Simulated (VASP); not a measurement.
Given:

```yaml
crystal:
  lattice:
    - [0.00000, 2.37767, 2.37767]
    - [2.37767, 0.00000, 2.37767]
    - [2.37767, 2.37767, 0.00000]
  atoms:
    - { symbol: Na, position: [0.00000, 0.00000, 0.00000] }
    - { symbol: H, position: [0.50000, 0.50000, 0.50000] }
```

Level of theory: SCAN meta-GGA, VASP's PBE PAW potentials (set 64) (plane waves; VASP). Run with 520 eV cut-off, 11×11×11 Γ-centred mesh, tetrahedra with Blöchl corrections, potentials Na_pv H.

Predict the energy per atom (σ→0), band gap (over mesh and band path) with the smallest direct gap where there is one.

```yaml
band gap (over mesh and band path): 4.40 eV
smallest direct gap (over mesh and band path): 5.26 eV
energy per atom (σ→0): -4.133 eV/atom
```

The compound is NaH in the rock salt structure. It was relaxed first, which changed the volume by -7 %.
